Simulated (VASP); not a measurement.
# MnHg (Pm-3m) in VASP: single point with PBE

Aim: the single point of MnHg with PBE.

All numbers are computed with VASP 6.6.1; they aren't measurements. Logs are shortened: lines on timing, memory, paths and dates and some standing lists are left out, and cuts for length are marked.

**1. The structure**

The structure is cubic, space group Pm-3m (No. 221). The conventional cell has a = 3.315 Å, b = 3.315 Å, c = 3.315 Å, α = 90.00°, β = 90.00°, γ = 90.00°. Mn (site symmetry m-3m) is surrounded by 8 Hg at 2.87 Å. Hg (site symmetry m-3m) has 8 Mn at 2.87 Å as nearest neighbours.

**2. Single point, PBE, collinear spin, typed start**

Contents of INCAR:

```
PREC = Accurate
ENCUT = 520
EDIFF = 1E-7
ISMEAR = 0
SIGMA = 0.1
LREAL = False
LASPH = True
NELM = 150
ALGO = Fast
ISIF = 2
LWAVE = False
LCHARG = False
ISPIN = 2
MAGMOM = 4 0
LORBIT = 11
LMAXMIX = 4
GGA = PE
NBANDS = 24
```

Contents of KPOINTS:

```
regular mesh
0
Gamma
  6 6 6
```

Contents of POSCAR:

```
MnHg
1.0
    3.3150000000      0.0000000000      0.0000000000
    0.0000000000      3.3150000000      0.0000000000
    0.0000000000      0.0000000000      3.3150000000
Mn Hg
1 1
Direct
    0.5000000000      0.5000000000      0.5000000000
    0.0000000000      0.0000000000      0.0000000000
```

Potentials or basis: VASP PAW PBE potentials, release 64 (Mn_pv, Hg).

Started as:

```bash
cat potpaw_PBE.64/Mn_pv/POTCAR potpaw_PBE.64/Hg/POTCAR > POTCAR
mpirun -np 1 vasp_std > vasp.out
```

OUTCAR:

```text
PREC = Accurate
   ENCUT = 520
   EDIFF = 1E-7
   ISMEAR = 0
   LREAL = False
   LASPH = True
   NELM = 150
   ISIF = 2
   ISPIN = 2
   LORBIT = 11
   GGA = PE

 ion  position               nearest neighbor table
   1  0.500  0.500  0.500-   2 2.87   2 2.87   2 2.87   2 2.87   2 2.87   2 2.87   2 2.87   2 2.87

   2  0.000  0.000  0.000-   1 2.87   1 2.87   1 2.87   1 2.87   1 2.87   1 2.87   1 2.87   1 2.87

  LATTYP: Found a simple cubic cell.
 ALAT       =     3.3150000000

  Lattice vectors:

 A1 = (   3.3150000000,   0.0000000000,   0.0000000000)
 A2 = (   0.0000000000,   3.3150000000,   0.0000000000)
 A3 = (   0.0000000000,   0.0000000000,   3.3150000000)

Analysis of symmetry for initial positions (statically):
=====================================================================
 Subroutine PRICEL returns:
 Original cell was already a primitive cell.

 Routine SETGRP: Setting up the symmetry group for a
 simple cubic supercell.

 Subroutine GETGRP returns: Found 48 space group operations
 (whereof 48 operations were pure point group operations)
 out of a pool of 48 trial point group operations.

The static configuration has the point symmetry O_h .

Analysis of symmetry for dynamics (positions and initial velocities):
=====================================================================
 Subroutine PRICEL returns:
 Original cell was already a primitive cell.

 Routine SETGRP: Setting up the symmetry group for a
 simple cubic supercell.

 Subroutine GETGRP returns: Found 48 space group operations
 (whereof 48 operations were pure point group operations)
 out of a pool of 48 trial point group operations.

The dynamic configuration has the point symmetry O_h .

Analysis of structural, dynamic, and magnetic symmetry:
=====================================================================
 Subroutine PRICEL returns:
 Original cell was already a primitive cell.

 Routine SETGRP: Setting up the symmetry group for a
 simple cubic supercell.

 Subroutine GETGRP returns: Found 48 space group operations
 (whereof 48 operations were pure point group operations)
 out of a pool of 48 trial point group operations.

The overall configuration has the point symmetry O_h .

 Subroutine INISYM returns: Found 48 space group operations
 (whereof 48 operations are pure point group operations),
 and found     1 'primitive' translations

----------------------------------------------------------------------------------------

                                     Primitive cell

  volume of cell :      36.4293

  direct lattice vectors                    reciprocal lattice vectors
     3.315000000  0.000000000  0.000000000     0.301659125  0.000000000  0.000000000
     0.000000000  3.315000000  0.000000000     0.000000000  0.301659125  0.000000000
     0.000000000  0.000000000  3.315000000     0.000000000  0.000000000  0.301659125

  length of vectors
     3.315000000  3.315000000  3.315000000     0.301659125  0.301659125  0.301659125

  position of ions in fractional coordinates (direct lattice)
     0.500000000  0.500000000  0.500000000
     0.000000000  0.000000000  0.000000000

  ion indices of the primitive-cell ions
   primitive index   ion index
                 1           1
                 2           2

----------------------------------------------------------------------------------------

 KPOINTS: regular mesh

Automatic generation of k-mesh.
 Grid dimensions read from file:
 generate k-points for:    6    6    6

 Generating k-lattice:

  Cartesian coordinates                     Fractional coordinates (reciprocal lattice)
     0.050276521  0.000000000  0.000000000     0.166666667  0.000000000  0.000000000
     0.000000000  0.050276521  0.000000000     0.000000000  0.166666667  0.000000000
     0.000000000  0.000000000  0.050276521     0.000000000  0.000000000  0.166666667

  Length of vectors
     0.050276521  0.050276521  0.050276521

  Shift w.r.t. Gamma in fractional coordinates (k-lattice)
     0.000000000  0.000000000  0.000000000

 Subroutine IBZKPT returns following result:
 ===========================================

 Found     20 irreducible k-points:

 Following reciprocal coordinates:
            Coordinates               Weight
  0.000000  0.000000  0.000000      1.000000
  0.166667  0.000000  0.000000      6.000000
  0.333333  0.000000  0.000000      6.000000
  0.500000  0.000000  0.000000      3.000000
  0.166667  0.166667  0.000000     12.000000
  0.333333  0.166667  0.000000     24.000000
[... 12 lines left out ...]
  0.500000  0.500000  0.333333      6.000000
  0.500000  0.500000  0.500000      1.000000
   k-points           NKPTS =     20   k-points in BZ     NKDIM =     20   number of bands    NBANDS=     24
   number of dos      NEDOS =    301   number of ions     NIONS =      2
   total plane-waves  NPLWV =  21952
   dimension x,y,z NGX =    28 NGY =   28 NGZ =   28
   dimension x,y,z NGXF=    56 NGYF=   56 NGZF=   56
   ions per type =               1   1
   NGX,Y,Z   is equivalent  to a cutoff of  14.04, 14.04, 14.04 a.u.
   NGXF,Y,Z  is equivalent  to a cutoff of  28.08, 28.08, 28.08 a.u.
 SYSTEM =  unknown system
   PREC   = accura    normal or accurate (medium, high low for compatibility)
   ISTART =      0    job   : 0-new  1-cont  2-samecut
   ICHARG =      2    charge: 1-file 2-atom 10-const
   ISPIN  =      2    spin polarized calculation?
   LNONCOLLINEAR =      F non collinear calculations
   LSORBIT =      F    spin-orbit coupling
   LASPH  =      T    aspherical Exc in radial PAW
   ENCUT  =  520.0 eV  38.22 Ry    6.18 a.u.   6.16  6.16  6.16*2*pi/ulx,y,z
   NELM   =    150;   NELMIN=  2; NELMDL= -5     # of ELM steps
   EDIFF  = 0.1E-06   stopping-criterion for ELM
   LREAL  =      F    real-space projection
   EDIFFG = 0.1E-05   stopping-criterion for IOM
   NSW    =      0    number of steps for IOM
   IBRION =     -1    ionic relax: 0-MD 1-quasi-New 2-CG
   NFREE  =      0    steps in history (QN), initial steepest desc. (CG)
   ISIF   =      2    stress and relaxation
   ISYM   =      2    0-nonsym 1-usesym 2-fastsym
   POTIM  = 0.5000    time-step for ionic-motion
   TEBEG  =    0.0;   TEEND  =   0.0 temperature during run
   PSTRESS=    0.0 pullay stress
   NELECT =      25.0000    total number of electrons
   NUPDOWN=      -1.0000    fix difference up-down
   EMIN   =  10.00;   EMAX   =-10.00  energy-range for DOS
   EFERMI =   0.00;   METHOD = LEGACY
   ISMEAR =     0;   SIGMA  =   0.10  broadening in eV -4-tet -1-fermi 0-gaus
   EFERMI_NEDOS =   21; number of points for ismear=-14 and -15
   IALGO  =     68    algorithm
   IMIX   =      4    mixing-type and parameters
     AMIX     =   0.40;   BMIX     =  1.00
     AMIX_MAG =   1.60;   BMIX_MAG =  1.00
  volume/ion in A,a.u.               =      18.21       122.92
  Fermi-wavevector in a.u.,A,eV,Ry     =   1.444014  2.728790 28.370534  2.085175
  Thomas-Fermi vector in A             =   2.562356
   LORBIT       =     11    0 simple, 1 ext, 2 COOP (PROOUT), +10 PAW based schemes
   GGA     = PE    functional components
   LHFCALC =     F    Hartree Fock is set to
   AEXX    =    0.0000 exact exchange contribution
   IVDW    =     0    specifies the selected vdW correction
   LEPSILON=     F    determine dielectric tensor
   LRPA    =     F    only Hartree local field effects (RPA)
 spin polarized calculation
 RMM-DIIS sequential band-by-band and
 Gauss-broadening in eV      SIGMA  =   0.10
  energy-cutoff  :      520.00
  volume of cell :       36.43
 maximum number of plane-waves:      1000
 NGX is ok and might be reduce to    28
   NGX = 13   NGY = 13   NGZ = 13

 number of electron      25.0000011 magnetization       3.8840385

 Free energy of the ion-electron system (eV)
  ---------------------------------------------------
  ext. energy  EPLUGINS =         0.00000000
  ---------------------------------------------------
  free energy    TOTEN  =        -8.48559619 eV

  energy without entropy =       -8.47223623  energy(sigma->0) =       -8.47891621

 E-fermi :   5.5990     XC(G=0): -11.6842

 val. band max:        5.5965368869   @ k =   0.1667   0.1667   0.0000
 cond. band min:       5.6130164191   @ k =   0.1667   0.0000   0.0000
 fundamental gap:      0.0164795321
 Fermi energy:         5.5990141684

 spin component 1

 k-point     1 :       0.0000    0.0000    0.0000
  band No.  band energies     occupation
      1     -44.6208      1.00000
      2     -44.6208      1.00000
      3     -44.6208      1.00000
      4      -4.1180      1.00000
      5      -2.7392      1.00000
      6      -2.7392      1.00000
[... 16 lines left out ...]
     23      22.5752      0.00000
     24      26.3243      0.00000

 k-point     2 :       0.1667    0.0000    0.0000
  band No.  band energies     occupation
      1     -44.6249      1.00000
      2     -44.6205      1.00000
      3     -44.6205      1.00000
      4      -3.7021      1.00000
      5      -2.6698      1.00000
      6      -2.5279      1.00000
[... 16 lines left out ...]
     23      22.1635      0.00000
     24      22.8276      0.00000

 k-point     3 :       0.3333    0.0000    0.0000
  band No.  band energies     occupation
      1     -44.6331      1.00000
      2     -44.6200      1.00000
      3     -44.6200      1.00000
      4      -2.8994      1.00000
      5      -2.5231      1.00000
      6      -1.8405      1.00000
[... 16 lines left out ...]
     23      19.7271      0.00000
     24      24.1237      0.00000
[... 406 lines left out ...]
 k-point    19 :       0.5000    0.5000    0.3333
  band No.  band energies     occupation
      1     -44.6346      1.00000
      2     -44.6346      1.00000
      3     -44.6303      1.00000
      4      -2.6732      1.00000
      5      -2.4541      1.00000
      6      -2.4541      1.00000
[... 16 lines left out ...]
     23      28.1981      0.00000
     24      30.5495      0.00000

 k-point    20 :       0.5000    0.5000    0.5000
  band No.  band energies     occupation
      1     -44.6343      1.00000
      2     -44.6343      1.00000
      3     -44.6343      1.00000
      4      -2.5730      1.00000
      5      -2.5730      1.00000
      6      -2.5730      1.00000
[... 16 lines left out ...]
     23      32.5264      0.00000
     24      32.6142      0.00000
 Fermi energy:         5.5990141684

 spin component 2

 k-point     1 :       0.0000    0.0000    0.0000
  band No.  band energies     occupation
      1     -40.5955      1.00000
      2     -40.5955      1.00000
      3     -40.5955      1.00000
      4      -3.9108      1.00000
      5      -2.7249      1.00000
      6      -2.7249      1.00000
[... 16 lines left out ...]
     23      22.5889      0.00000
     24      27.2745      0.00000

 k-point     2 :       0.1667    0.0000    0.0000
  band No.  band energies     occupation
      1     -40.6007      1.00000
      2     -40.5953      1.00000
      3     -40.5953      1.00000
      4      -3.5087      1.00000
      5      -2.6715      1.00000
      6      -2.5037      1.00000
[... 16 lines left out ...]
     23      22.4427      0.00000
     24      23.4395      0.00000

 k-point     3 :       0.3333    0.0000    0.0000
  band No.  band energies     occupation
      1     -40.6110      1.00000
      2     -40.5946      1.00000
      3     -40.5946      1.00000
      4      -2.8461      1.00000
      5      -2.5610      1.00000
      6      -1.8193      1.00000
[... 16 lines left out ...]
     23      20.1526      0.00000
     24      24.7716      0.00000
[... 406 lines left out ...]
 k-point    19 :       0.5000    0.5000    0.3333
  band No.  band energies     occupation
      1     -40.6126      1.00000
      2     -40.6126      1.00000
      3     -40.6073      1.00000
      4      -2.6152      1.00000
      5      -2.4081      1.00000
      6      -2.4081      1.00000
[... 16 lines left out ...]
     23      28.3395      0.00000
     24      31.0110      0.00000

 k-point    20 :       0.5000    0.5000    0.5000
  band No.  band energies     occupation
      1     -40.6122      1.00000
      2     -40.6122      1.00000
      3     -40.6122      1.00000
      4      -2.5380      1.00000
      5      -2.5380      1.00000
      6      -2.5380      1.00000
[... 16 lines left out ...]
     23      32.4513      0.00000
     24      32.5029      0.00000

------------------------ aborting loop because EDIFF is reached ----------------------------------------

  FORCE on cell =-STRESS in cart. coord.  units (eV):
  Direction    XX          YY          ZZ          XY          YZ          ZX
  --------------------------------------------------------------------------------------
  -------------------------------------------------------------------------------------
  Total        0.1526178      0.1526178      0.1526178     -0.0000000      0.0000000      0.0000000
  in kB        6.7122044      6.7122044      6.7122044     -0.0000000      0.0000000      0.0000000
  external PRESSURE =       6.7122044 kB  Pullay stress =       0.0000000 kB

 VOLUME and BASIS-vectors are now :
 -----------------------------------------------------------------------------
  energy-cutoff  :      520.00
  volume of cell :       36.43
      direct lattice vectors                 reciprocal lattice vectors
     3.315000000  0.000000000  0.000000000     0.301659125  0.000000000  0.000000000
     0.000000000  3.315000000  0.000000000     0.000000000  0.301659125  0.000000000
     0.000000000  0.000000000  3.315000000     0.000000000  0.000000000  0.301659125

 POSITION                                       TOTAL-FORCE (eV/Angst)
 -----------------------------------------------------------------------------------
      1.65750      1.65750      1.65750         0.000000      0.000000      0.000000
      0.00000      0.00000      0.00000         0.000000      0.000000      0.000000
 -----------------------------------------------------------------------------------
    total drift:                                0.000000      0.000000      0.000000

  FREE ENERGIE OF THE ION-ELECTRON SYSTEM (eV)
  ---------------------------------------------------
  free  energy   TOTEN  =        -8.4855961852 eV

  energy  without entropy=       -8.4722362331  energy(sigma->0) =       -8.47891621

 total charge

# of ion       s       p       d       tot
------------------------------------------
    1        0.250   6.172   4.981  11.404
    2        0.818   0.514   9.256  10.588
--------------------------------------------------
tot          1.068   6.686  14.237  21.991

 magnetization (x)

# of ion       s       p       d       tot
------------------------------------------
    1        0.028   0.014   3.762   3.804
    2       -0.041  -0.060   0.047  -0.054
--------------------------------------------------
tot         -0.012  -0.046   3.809   3.751
```

It took 19 s on 1 thread of Intel Xeon 6975P-C (Granite Rapids), shared host; peak memory 0.18 GiB.

Results:

| Quantity | Value |
| --- | --- |
| Free energy | -8.4856 eV |
| Pressure | 0.7 GPa |
| Band gap on the k mesh | none (metal or under the smearing width) |
| Net moment | 3.88 μB per cell |
| Site moments | Mn +3.80; Hg -0.05 μB |
| Valence electrons inside the program's atomic spheres | Mn 11.40; Hg 10.59 |
